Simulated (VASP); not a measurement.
Level of theory: PBE GGA, VASP's PBE PAW potentials (set 64) (plane waves; VASP).

The input files of a VASP run:

**INCAR**
```
# general
SYSTEM  = GaN
PREC    = Accurate
ENCUT   = 520   # plane-wave cut-off (eV)
LREAL   = F   # projection in real space or not
LASPH   = T   # aspherical one-centre terms

# electronic loop
EDIFF   = 1E-6
NELM    = 100
ALGO    = Normal   # blocked Davidson
LMAXMIX = 4   # l cut-off of mixed one-centre charges

# smearing
ISMEAR  = 0   # Gaussian
SIGMA   = 0.05   # width (eV)

# functional
GGA     = PE

# output
LWAVE   = F
LCHARG  = T
```

### KPOINTS
```
Automatic mesh
0
G
 9 9 9
0 0 0
```

POSCAR:
```
GaN
3.2174370
  0.0000000000   0.7071067350   0.7071067350
  0.7071067350   0.0000000000   0.7071067350
  0.7071067350   0.7071067350   0.0000000000
Ga N
1 1
Direct
  0.0000000000   0.0000000000   0.0000000000
  0.2500000000   0.2500000000   0.2500000000
```

POTCAR, in this order: Ga_d N (PBE.64 set). Program: vasp_std.

Output of the run:

**OSZICAR**
```
       N       E                     dE             d eps       ncg     rms          rms(c)
DAV:   1     0.864266858905E+02    0.86427E+02   -0.99093E+03   982   0.244E+03
DAV:   2    -0.708813435789E+01   -0.93515E+02   -0.88494E+02  1035   0.349E+02
DAV:   3    -0.139935932021E+02   -0.69055E+01   -0.68624E+01  1050   0.865E+01
DAV:   4    -0.141079210376E+02   -0.11433E+00   -0.11424E+00  1097   0.121E+01
DAV:   5    -0.141095612039E+02   -0.16402E-02   -0.16401E-02  1013   0.118E+00    0.762E+00
DAV:   6    -0.121533185334E+02    0.19562E+01   -0.60267E+00  1385   0.477E+01    0.268E+00
DAV:   7    -0.121621952545E+02   -0.88767E-02   -0.34152E-01   915   0.817E+00    0.177E+00
DAV:   8    -0.121587941885E+02    0.34011E-02   -0.76192E-02  1038   0.436E+00    0.848E-01
DAV:   9    -0.121531437426E+02    0.56504E-02   -0.22006E-02  1372   0.363E+00    0.207E-01
DAV:  10    -0.121535344461E+02   -0.39070E-03   -0.17999E-03  1045   0.670E-01    0.900E-02
DAV:  11    -0.121534444705E+02    0.89976E-04   -0.35202E-04  1380   0.360E-01    0.100E-02
DAV:  12    -0.121534504358E+02   -0.59653E-05   -0.32821E-05   960   0.766E-02    0.845E-03
DAV:  13    -0.121534502200E+02    0.21579E-06   -0.16920E-06   901   0.126E-02
   1 F= -.12153450E+02 E0= -.12153450E+02  d E =-.316975E-11
```

OUTCAR:
```
------------------------ aborting loop because EDIFF is reached ----------------------------------------
  FORCE on cell =-STRESS in cart. coord.  units (eV):
  Direction    XX          YY          ZZ          XY          YZ          ZX
  --------------------------------------------------------------------------------------
  Total       -0.0158830     -0.0158830     -0.0158830      0.0000000      0.0000000      0.0000000
  in kB       -1.0805091     -1.0805091     -1.0805091      0.0000000      0.0000000      0.0000000
  external PRESSURE =      -1.0805091 kB  Pullay stress =       0.0000000 kB
  volume of cell :       23.55
      direct lattice vectors                 reciprocal lattice vectors
     0.000000000  2.275071372  2.275071372    -0.219773325  0.219773325  0.219773325
     2.275071372  0.000000000  2.275071372     0.219773325 -0.219773325  0.219773325
     2.275071372  2.275071372  0.000000000     0.219773325  0.219773325 -0.219773325
  FREE ENERGIE OF THE ION-ELECTRON SYSTEM (eV)
  ---------------------------------------------------
  free  energy   TOTEN  =       -12.1534502200 eV

  energy  without entropy=      -12.1534502200  energy(sigma->0) =      -12.15345022
```
(Selected blocks of OUTCAR.)

The compound is GaN in the zinc blende structure, a metastable form; wurtzite is the usual one. It was relaxed first.
